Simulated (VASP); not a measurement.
Output of a VASP run:

**OSZICAR**
```
       N       E                     dE             d eps       ncg     rms          rms(c)
DAV:   1    -0.344474453127E+00   -0.34447E+00   -0.14504E+03   576   0.612E+02
DAV:   2    -0.536962443628E+01   -0.50251E+01   -0.50251E+01   786   0.677E+01
DAV:   3    -0.546716022173E+01   -0.97536E-01   -0.97536E-01   678   0.931E+00
DAV:   4    -0.546847441754E+01   -0.13142E-02   -0.13142E-02   798   0.954E-01
DAV:   5    -0.546847640744E+01   -0.19899E-05   -0.19899E-05   642   0.365E-02    0.294E+00
DAV:   6    -0.526613655432E+01    0.20234E+00   -0.18786E-01   636   0.202E+00    0.146E+00
DAV:   7    -0.520278476665E+01    0.63352E-01   -0.22610E-01   696   0.251E+00    0.232E-01
DAV:   8    -0.520494511468E+01   -0.21603E-02   -0.63905E-03   648   0.729E-01    0.383E-02
DAV:   9    -0.520490200760E+01    0.43107E-04   -0.19128E-04   828   0.881E-02    0.137E-02
DAV:  10    -0.520490637090E+01   -0.43633E-05   -0.85635E-06   648   0.250E-02    0.281E-03
DAV:  11    -0.520490388529E+01    0.24856E-05   -0.39743E-07   390   0.664E-03    0.865E-04
DAV:  12    -0.520490187577E+01    0.20095E-05   -0.73022E-08   282   0.294E-03    0.568E-04
DAV:  13    -0.520490263831E+01   -0.76253E-06   -0.11020E-08   282   0.120E-03
   1 F= -.52049026E+01 E0= -.52049026E+01  d E =-.520490E+01
       N       E                     dE             d eps       ncg     rms          rms(c)
DAV:   1    -0.520606437107E+01   -0.11625E-02   -0.65253E-03   768   0.792E-01    0.163E-01
DAV:   2    -0.520596981096E+01    0.94560E-04   -0.58181E-04   732   0.206E-01    0.104E-01
DAV:   3    -0.520588036657E+01    0.89444E-04   -0.15771E-04  1092   0.928E-02    0.180E-02
DAV:   4    -0.520588023705E+01    0.12953E-06   -0.60430E-06   996   0.235E-02
   2 F= -.52058802E+01 E0= -.52058802E+01  d E =-.977599E-03
       N       E                     dE             d eps       ncg     rms          rms(c)
DAV:   1    -0.520865047543E+01   -0.27701E-02   -0.60549E-02   756   0.246E+00    0.493E-01
DAV:   2    -0.520773130707E+01    0.91917E-03   -0.55122E-03   702   0.637E-01    0.314E-01
DAV:   3    -0.520703984410E+01    0.69146E-03   -0.14662E-03  1080   0.282E-01    0.570E-02
DAV:   4    -0.520702674022E+01    0.13104E-04   -0.57946E-05  1002   0.723E-02    0.351E-03
DAV:   5    -0.520703443343E+01   -0.76932E-05   -0.25506E-06   744   0.172E-02    0.256E-03
DAV:   6    -0.520703851052E+01   -0.40771E-05   -0.15604E-07   282   0.436E-03    0.799E-04
DAV:   7    -0.520703903454E+01   -0.52402E-06   -0.55683E-08   282   0.277E-03
   3 F= -.52070390E+01 E0= -.52070390E+01  d E =-.213640E-02
```

**OUTCAR**
```
------------------------ aborting loop because EDIFF is reached ----------------------------------------
  FORCE on cell =-STRESS in cart. coord.  units (eV):
  Direction    XX          YY          ZZ          XY          YZ          ZX
  --------------------------------------------------------------------------------------
  Total        0.0080214      0.0080214      0.0080214      0.0000000     -0.0000000      0.0000000
  in kB        0.7849311      0.7849311      0.7849311      0.0000000     -0.0000000      0.0000000
  external PRESSURE =       0.7849311 kB  Pullay stress =       0.0000000 kB
  volume of cell :       16.37
      direct lattice vectors                 reciprocal lattice vectors
     0.000000000  2.015424714  2.015424714    -0.248086667  0.248086667  0.248086667
     2.015424714  0.000000000  2.015424714     0.248086667 -0.248086667  0.248086667
     2.015424714  2.015424714 -0.000000000     0.248086667  0.248086667 -0.248086667
  FREE ENERGIE OF THE ION-ELECTRON SYSTEM (eV)
  ---------------------------------------------------
  free  energy   TOTEN  =        -5.2070390345 eV

  energy  without entropy=       -5.2070390345  energy(sigma->0) =       -5.20703903

 reached required accuracy - stopping structural energy minimisation
```
(Selected blocks of OUTCAR.)

POSCAR:
```
LiH
1
    0.0000000000     2.0400000000     2.0400000000
    2.0400000000     0.0000000000     2.0400000000
    2.0400000000     2.0400000000     0.0000000000
Li H
1 1
Direct
  0.0000000000   0.0000000000   0.0000000000
  0.5000000000   0.5000000000   0.5000000000
```

Problem. Write an INCAR and KPOINTS that could have produced this output.

Solution. Several could match; the one computed here: the input of the run itself, vdW-DF-cx, plane waves, VASP's PBE PAW potentials (set 64).

KPOINTS:
```
Automatic mesh
0
Gamma
10 10 10
0 0 0
```

### INCAR
```
ISMEAR  =  0
NSW  =  60   # most ionic steps
ENCUT  =  520
LWAVE  =  F
LCHARG  =  F
IBRION  =  2   # conjugate gradients
LASPH  =  T   # aspherical one-centre terms
NELM  =  100   # most electronic steps
LUSE_VDW  =  T
EDIFF  =  1E-6
SIGMA  =  0.05   # width (eV)
SYSTEM  =  LiH
ISIF  =  3
GGA  =  CX
ALGO  =  Normal   # blocked Davidson
LREAL  =  F   # projection in real space or not
EDIFFG  =  -0.01
PREC  =  Accurate
AGGAC  =  0.0
```

POTCAR, in this order: Li_sv H (PBE.64 set). Program: vasp_std.

Energy and stress use the plane-wave basis of the starting cell.

The compound is LiH in the rock salt structure. This run relaxes it. Symmetry was kept, so distortions that lower it aren't found.
